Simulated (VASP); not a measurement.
Output of a VASP run:

OSZICAR:
```
       N       E                     dE             d eps       ncg     rms          rms(c)
DAV:   1     0.206101295069E+03    0.20610E+03   -0.18699E+04  1610   0.131E+03
DAV:   2    -0.398932838922E+02   -0.24599E+03   -0.23936E+03  2089   0.316E+02
DAV:   3    -0.502900855836E+02   -0.10397E+02   -0.10380E+02  2042   0.676E+01
DAV:   4    -0.504783842891E+02   -0.18830E+00   -0.18822E+00  2257   0.854E+00
DAV:   5    -0.504837058693E+02   -0.53216E-02   -0.53214E-02  2247   0.943E-01    0.600E+01
DAV:   6    -0.437113384501E+02    0.67724E+01   -0.40630E+01  1890   0.370E+01    0.527E+01
DAV:   7    -0.436237585305E+02    0.87580E-01   -0.22789E+00  2138   0.979E+00    0.328E+01
DAV:   8    -0.436092324177E+02    0.14526E-01   -0.29051E-01  2055   0.449E+00    0.505E+00
DAV:   9    -0.435948041162E+02    0.14428E-01   -0.95215E-02  1939   0.187E+00    0.157E+00
DAV:  10    -0.435945473875E+02    0.25673E-03   -0.10305E-02  2053   0.663E-01    0.498E-01
DAV:  11    -0.435944231298E+02    0.12426E-03   -0.79085E-04  2011   0.188E-01    0.143E-01
DAV:  12    -0.435944564089E+02   -0.33279E-04   -0.84520E-05  2177   0.631E-02    0.181E-01
DAV:  13    -0.435944599295E+02   -0.35206E-05   -0.11931E-05  1996   0.237E-02    0.124E-02
DAV:  14    -0.435944598802E+02    0.49257E-07   -0.68488E-07  1442   0.575E-03
   1 F= -.43594460E+02 E0= -.43594460E+02  d E =-.241232E-14
```

### OUTCAR
```
------------------------ aborting loop because EDIFF is reached ----------------------------------------
  FORCE on cell =-STRESS in cart. coord.  units (eV):
  Direction    XX          YY          ZZ          XY          YZ          ZX
  --------------------------------------------------------------------------------------
  Total       -0.1671208     -0.1671208     -0.1671208      0.0000000      0.0000000      0.0000000
  in kB       -3.6926057     -3.6926057     -3.6926057      0.0000000      0.0000000      0.0000000
  external PRESSURE =      -3.6926057 kB  Pullay stress =       0.0000000 kB
  volume of cell :       72.51
      direct lattice vectors                 reciprocal lattice vectors
     4.170000000  0.000000000  0.000000000     0.239808153  0.000000000  0.000000000
     0.000000000  4.170000000  0.000000000     0.000000000  0.239808153  0.000000000
     0.000000000  0.000000000  4.170000000     0.000000000  0.000000000  0.239808153
 POSITION                                       TOTAL-FORCE (eV/Angst)
 -----------------------------------------------------------------------------------
      0.00000      0.00000      0.00000         0.000000      0.000000      0.000000
      2.08500      2.08500      2.08500         0.000000      0.000000      0.000000
      2.08500      0.00000      2.08500         0.000000      0.000000      0.000000
      0.00000      2.08500      2.08500         0.000000      0.000000      0.000000
      2.08500      2.08500      0.00000         0.000000      0.000000      0.000000
 -----------------------------------------------------------------------------------
    total drift:                                0.000000      0.000000      0.000000
  FREE ENERGIE OF THE ION-ELECTRON SYSTEM (eV)
  ---------------------------------------------------
  free  energy   TOTEN  =       -43.5944598802 eV

  energy  without entropy=      -43.5944598802  energy(sigma->0) =      -43.59445988
```
(Selected blocks of OUTCAR.)

**POSCAR**
```
BaHfO3
1
    4.1700000000     0.0000000000     0.0000000000
    0.0000000000     4.1700000000     0.0000000000
    0.0000000000     0.0000000000     4.1700000000
Ba Hf O
1 1 3
Direct
  0.0000000000   0.0000000000   0.0000000000
  0.5000000000   0.5000000000   0.5000000000
  0.5000000000   0.0000000000   0.5000000000
  0.0000000000   0.5000000000   0.5000000000
  0.5000000000   0.5000000000   0.0000000000
```

**Question.** Reconstruct the remaining input files.

**Answer.** One answer among several that fit: the input of the run itself, PBE GGA, plane waves, VASP's PBE PAW potentials (set 64).

**INCAR**
```
# general
SYSTEM  = BaHfO3
PREC    = Accurate
ENCUT   = 400   # plane-wave cut-off (eV)
LREAL   = .FALSE.   # projection in real space or not
LASPH   = .TRUE.   # aspherical one-centre terms

# electronic loop
EDIFF   = 1E-6   # SCF stop (eV)
NELM    = 100
ALGO    = Normal   # blocked Davidson
LMAXMIX = 6   # l cut-off of mixed one-centre charges

# smearing
ISMEAR  = -1   # Fermi-Dirac
SIGMA   = 0.01   # width (eV)

# functional
GGA     = PE

# ions
ISIF    = 2   # forces and stress, cell fixed

# output
LWAVE   = .FALSE.
LCHARG  = .FALSE.
```

### KPOINTS
```
K-points
0
gamma
  8 8 8
```

POTCAR, in this order: Ba_sv Hf_pv O (PBE.64 set). Program: vasp_std.

At this cut-off the stress carries a Pulay error, which pulls relaxed volumes low.

The structure is a typed BaHfO3 crystal. The cell was not relaxed at this level.
